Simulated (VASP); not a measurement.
# TcSe2 (R-3m) in VASP: notebook

The runs below take TcSe2 through single point, with PBEsol+U.

All numbers are computed with VASP 6.6.1; they aren't measurements. Logs are shortened: lines on timing, memory, paths and dates and some standing lists are left out, and cuts for length are marked.

## Step 1: The structure

It takes space group R-3m (No. 166, trigonal). Conventional cell: a = 3.857 Å, b = 3.857 Å, c = 17.491 Å, α = 90.00°, β = 90.00°, γ = 120.00°. Around Tc (site symmetry -3m) lie 6 Se at 2.64 Å. Around Se (site symmetry 3m) lie 3 Tc at 2.64 Å.

The cell was built by a generator and needn't be a form met in nature.

## Step 2: Single point, PBEsol+U, collinear spin, ferromagnetic start

INCAR

```
PREC = Accurate
ENCUT = 520
EDIFF = 1E-6
ISMEAR = 0
SIGMA = 0.05
LREAL = F
LASPH = T
NELM = 80
ALGO = Normal
ISIF = 2
LWAVE = F
LCHARG = T
ISPIN = 2
MAGMOM = 0.5 0 0
LORBIT = 11
LMAXMIX = 4
LDAU = T
LDAUTYPE = 2
LDAUL = 2 -1
LDAUU = 5 0
LDAUJ = 0 0
LDAUPRINT = 1
GGA = PS
LELF = T
LVHAR = T
NBANDS = 24
```

KPOINTS

```
regular mesh
0
Gamma
  6 6 6
```

POSCAR

```
TcSe2
1.0
    1.9284189500      1.1133732000      5.8303367600
   -1.9284189500      1.1133732000      5.8303367600
    0.0000000000     -2.2267463900      5.8303367600
Tc Se
1 2
Direct
    0.0000000000      0.0000000000      0.0000000000
    0.2520000000      0.2520000000      0.2520000000
    0.7480000000      0.7480000000      0.7480000000
```

Potentials or basis: VASP PAW PBE potentials, release 64 (Tc_pv, Se).

On the command line:

```console
cat potpaw_PBE.64/Tc_pv/POTCAR potpaw_PBE.64/Se/POTCAR > POTCAR
mpirun -np 1 vasp_std > vasp.out
```

OUTCAR:

```text
PREC = Accurate
   ENCUT = 520
   EDIFF = 1E-6
   ISMEAR = 0
   LREAL = F
   LASPH = T
   NELM = 80
   ISIF = 2
   ISPIN = 2
   LORBIT = 11
   GGA = PS

 ion  position               nearest neighbor table
   1  0.000  0.000  0.000-   3 2.64   2 2.64   3 2.64   3 2.64   2 2.64   2 2.64
   2  0.252  0.252  0.252-   1 2.64   1 2.64   1 2.64
   3  0.748  0.748  0.748-   1 2.64   1 2.64   1 2.64

  LATTYP: Found a trigonal (rhomboedric) cell.
 ALAT       =     6.2410917526
 COS(alpha) =     0.8090535272

  Lattice vectors:

 A1 = (   1.9284189500,   1.1133732000,   5.8303367600)
 A2 = (  -1.9284189500,   1.1133732000,   5.8303367600)
 A3 = (   0.0000000000,  -2.2267463900,   5.8303367600)

Analysis of symmetry for initial positions (statically):
=====================================================================
 Subroutine PRICEL returns:
 Original cell was already a primitive cell.

 Routine SETGRP: Setting up the symmetry group for a
 trigonal (rhombohedral) supercell.

 Subroutine GETGRP returns: Found 12 space group operations
 (whereof 12 operations were pure point group operations)
 out of a pool of 12 trial point group operations.

The static configuration has the point symmetry D_3d.

Analysis of symmetry for dynamics (positions and initial velocities):
=====================================================================
 Subroutine PRICEL returns:
 Original cell was already a primitive cell.

 Routine SETGRP: Setting up the symmetry group for a
 trigonal (rhombohedral) supercell.

 Subroutine GETGRP returns: Found 12 space group operations
 (whereof 12 operations were pure point group operations)
 out of a pool of 12 trial point group operations.

The dynamic configuration has the point symmetry D_3d.

Analysis of structural, dynamic, and magnetic symmetry:
=====================================================================
[... 179 lines left out ...]
  o =  0.0602  v =  0.0000  0.0000  0.0000  0.0000  0.0000 -0.7866  0.0000 -0.0000  0.6175  0.0000      0.0000  0.0000  0.0000  0.0000  0.0000  0.0000  0.0000  0.0000  0.0000  0.0000
  o =  0.3261  v =  0.0000  0.0000  0.0000  0.0000  0.0000  0.0000  0.7866 -0.0000 -0.0000  0.6175      0.0000  0.0000  0.0000  0.0000  0.0000  0.0000  0.0000  0.0000  0.0000  0.0000
  o =  0.3261  v =  0.0000  0.0000  0.0000  0.0000  0.0000 -0.6175  0.0000  0.0000 -0.7866 -0.0000      0.0000  0.0000  0.0000  0.0000  0.0000  0.0000  0.0000  0.0000  0.0000  0.0000
  o =  0.6310  v =  0.0000  0.8021  0.0000  0.0000  0.5972  0.0000  0.0000  0.0000  0.0000  0.0000      0.0000  0.0000  0.0000  0.0000  0.0000  0.0000  0.0000  0.0000  0.0000  0.0000
  o =  0.6310  v = -0.5972  0.0000 -0.0000 -0.8021  0.0000  0.0000  0.0000  0.0000  0.0000  0.0000      0.0000  0.0000  0.0000  0.0000  0.0000  0.0000  0.0000  0.0000  0.0000  0.0000
  o =  0.9082  v =  0.0000 -0.5972  0.0000  0.0000  0.8021  0.0000  0.0000  0.0000  0.0000  0.0000      0.0000  0.0000  0.0000  0.0000  0.0000  0.0000  0.0000  0.0000  0.0000  0.0000
  o =  0.9082  v = -0.8021  0.0000  0.0000  0.5972 -0.0000  0.0000  0.0000  0.0000  0.0000  0.0000      0.0000  0.0000  0.0000  0.0000  0.0000  0.0000  0.0000  0.0000  0.0000  0.0000
  o =  0.9085  v =  0.0000 -0.0000 -1.0000  0.0000  0.0000  0.0000  0.0000  0.0000  0.0000  0.0000      0.0000  0.0000  0.0000  0.0000  0.0000  0.0000  0.0000  0.0000  0.0000  0.0000

 number of electron      24.9999999 magnetization       2.9994763

 Free energy of the ion-electron system (eV)
  ---------------------------------------------------
  ext. energy  EPLUGINS =         0.00000000
  ---------------------------------------------------
  free energy    TOTEN  =       -14.83281537 eV

  energy without entropy =      -14.83280662  energy(sigma->0) =      -14.83281100

 E-fermi :   4.4020     XC(G=0):  -9.7105

 val. band max:        4.3183184660   @ k =   0.0000   0.0000   0.0000
 cond. band min:       4.5071484301   @ k =   0.5000   0.1667   0.1667
 fundamental gap:      0.1888299641
 Fermi energy:         4.4020338547

 spin component 1

 k-point     1 :       0.0000    0.0000    0.0000
  band No.  band energies     occupation
      1     -36.9380      1.00000
      2     -36.8947      1.00000
      3     -36.8947      1.00000
      4      -9.6553      1.00000
      5      -8.1118      1.00000
      6      -2.2000      1.00000
[... 1289 lines left out ...]
     23      15.1456      0.00000
     24      17.1113      0.00000

 [... further k-points ...]

------------------------ aborting loop because EDIFF is reached ----------------------------------------

  FORCE on cell =-STRESS in cart. coord.  units (eV):
  Direction    XX          YY          ZZ          XY          YZ          ZX
  --------------------------------------------------------------------------------------
  -------------------------------------------------------------------------------------
  Total       -2.6308380     -2.6308380     -0.6935688      0.0000000     -0.0000000      0.0000000
  in kB      -56.1199972    -56.1199969    -14.7949354      0.0000000     -0.0000000      0.0000000
  external PRESSURE =     -42.3449765 kB  Pullay stress =       0.0000000 kB

 VOLUME and BASIS-vectors are now :
 -----------------------------------------------------------------------------
  energy-cutoff  :      520.00
  volume of cell :       75.11
      direct lattice vectors                 reciprocal lattice vectors
     1.928418950  1.113373200  5.830336760     0.259279759  0.149695239  0.057172226
    -1.928418950  1.113373200  5.830336760    -0.259279759  0.149695239  0.057172226
     0.000000000 -2.226746390  5.830336760     0.000000000 -0.299390478  0.057172227

 POSITION                                       TOTAL-FORCE (eV/Angst)
 -----------------------------------------------------------------------------------
      0.00000      0.00000      0.00000        -0.000000     -0.000000     -0.000000
      0.00000      0.00000      4.40773         0.000000      0.000000      0.340262
      0.00000      0.00000     13.08328         0.000000     -0.000000     -0.340262
 -----------------------------------------------------------------------------------
    total drift:                                0.000000      0.000000     -0.000000

  FREE ENERGIE OF THE ION-ELECTRON SYSTEM (eV)
  ---------------------------------------------------
  free  energy   TOTEN  =       -14.8328153700 eV

  energy  without entropy=      -14.8328066203  energy(sigma->0) =      -14.83281100

 total charge

# of ion       s       p       d       tot
------------------------------------------
    1        0.342   6.363   4.777  11.481
    2        1.473   2.299   0.031   3.803
    3        1.473   2.299   0.031   3.803
--------------------------------------------------
tot          3.288  10.961   4.839  19.088

 magnetization (x)

# of ion       s       p       d       tot
------------------------------------------
    1        0.054   0.059   3.142   3.254
    2        0.002  -0.141   0.006  -0.133
    3        0.002  -0.141   0.006  -0.133
--------------------------------------------------
tot          0.058  -0.224   3.154   2.988
```

OSZICAR:

```text
N       E                     dE             d eps       ncg     rms          rms(c)
DAV:   1     0.195458119335E+03    0.19546E+03   -0.12022E+04  3240   0.885E+02
DAV:   2    -0.585242510291E+01   -0.20131E+03   -0.19525E+03  3648   0.233E+02
DAV:   3    -0.135112469201E+02   -0.76588E+01   -0.75983E+01  3984   0.486E+01
DAV:   4    -0.135758141152E+02   -0.64567E-01   -0.64560E-01  3320   0.489E+00
DAV:   5    -0.135764692806E+02   -0.65517E-03   -0.65516E-03  3944   0.476E-01    0.130E+01
DAV:   6    -0.142797040139E+02   -0.70323E+00   -0.21841E+01  3272   0.193E+01    0.801E+00
DAV:   7    -0.139054655257E+02    0.37424E+00   -0.81755E+00  3152   0.125E+01    0.637E+00
DAV:   8    -0.147243983958E+02   -0.81893E+00   -0.15073E+00  3384   0.571E+00    0.319E+00
DAV:   9    -0.147940546466E+02   -0.69656E-01   -0.85958E-01  3440   0.339E+00    0.111E+00
DAV:  10    -0.148214478982E+02   -0.27393E-01   -0.15607E-01  3624   0.138E+00    0.633E-01
DAV:  11    -0.148308762097E+02   -0.94283E-02   -0.41081E-02  3360   0.687E-01    0.347E-01
DAV:  12    -0.148322901705E+02   -0.14140E-02   -0.28224E-03  3600   0.324E-01    0.174E-01
DAV:  13    -0.148326334538E+02   -0.34328E-03   -0.77791E-04  3584   0.162E-01    0.767E-02
DAV:  14    -0.148327697368E+02   -0.13628E-03   -0.16321E-04  3424   0.636E-02    0.426E-02
DAV:  15    -0.148328118736E+02   -0.42137E-04   -0.46811E-05  3568   0.455E-02    0.151E-02
DAV:  16    -0.148328149375E+02   -0.30638E-05   -0.87061E-06  3520   0.160E-02    0.612E-03
DAV:  17    -0.148328153700E+02   -0.43257E-06   -0.17668E-06  2384   0.513E-03
   1 F= -.14832815E+02 E0= -.14832811E+02  d E =-.874975E-05  mag=     3.0000
```

stdout:

```text
POSCAR found type information on POSCAR TcSe
 POSCAR found :  2 types and       3 ions
 scaLAPACK will be used
 -----------------------------------------------------------------------------
|                                                                             |
|                                                                             |
|     You enforced a specific xc type in the INCAR file but a different       |
|     I HOPE YOU KNOW WHAT YOU ARE DOING!                                     |
|                                                                             |
 -----------------------------------------------------------------------------

 LDA part: xc-table for (Slater+PW92), standard interpolation
 POSCAR, INCAR and KPOINTS ok, starting setup
 FFT: planning ... GRIDC
 FFT: planning ... GRID_SOFT
 FFT: planning ... GRID
 WAVECAR not read
 entering main loop
```

Run time: 2.6 min. Hardware: 1 thread of Intel Xeon Platinum 8559C (Emerald Rapids), shared host; peak memory 0.44 GiB.

Results:

| Property | Result |
| --- | --- |
| Free energy | -14.8328 eV |
| Pressure | -4.2 GPa |
| Largest force | 0.340 eV/Å |
| Band gap on the k mesh | 0.19 eV, indirect (least direct gap 0.77 eV) |
| Net moment | 3.00 μB per cell |
| Site moments | Tc +3.25; Se -0.13 μB |
| Valence electrons inside the program's atomic spheres | Tc 11.48; Se 3.80 |

Forces on the atoms (eV/Å):
```
Tc   0.000  0.000  0.000
Se   0.000  0.000  0.340
Se   0.000  0.000 -0.340
```

Stress tensor (GPa, compression positive):
```
-5.61  0.00  0.00
 0.00 -5.61  0.00
 0.00  0.00 -1.48
```

Eigenvalues of the final occupation matrices:
```tsv
site	spin	trace	eigenvalues
site 1 d	1	3.99	0.63 0.63 0.91 0.91 0.91
site 1 d	2	0.83	0.06 0.06 0.06 0.33 0.33
```

Caveat: the PAW data sets were made with another functional, which shifts forces and pressure a little.

[end of part 1 of 2]
